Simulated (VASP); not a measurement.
```
O2Si
1.0
    2.50524    -4.33921     0.00000
    2.50524     4.33921     0.00000
    0.00000     0.00000     5.50378
Si O
3 6
Direct
  0.00000   0.47481   0.33333
  0.52519   0.52519   0.00000
  0.47481   0.00000   0.66667
  0.25894   0.41476   0.20770
  0.58524   0.84418   0.87437
  0.74106   0.15582   0.45897
  0.84418   0.58524   0.12563
  0.41476   0.25894   0.79230
  0.15582   0.74106   0.54103
```

Level of theory: PBE GGA, VASP's PBE PAW potentials (set 64) (plane waves; VASP). Run with 520 eV cut-off, 6×6×5 Γ-centred mesh, tetrahedra with Blöchl corrections, potentials Si O.

Q: Estimate the energy per atom (σ→0), band gap (on the k-mesh) with the smallest direct gap where there is one.

A: 
```json
{
 "band gap (on the k-mesh)": "5.69 eV",
 "smallest direct gap (on the k-mesh)": "6.01 eV",
 "energy per atom (σ→0)": "-7.905 eV/atom"
}
```

Total energies compare only between runs with the same potentials, cut-off and functional.

The compound is SiO2 in the quartz structure. It was relaxed first, which changed the volume by +6 %.
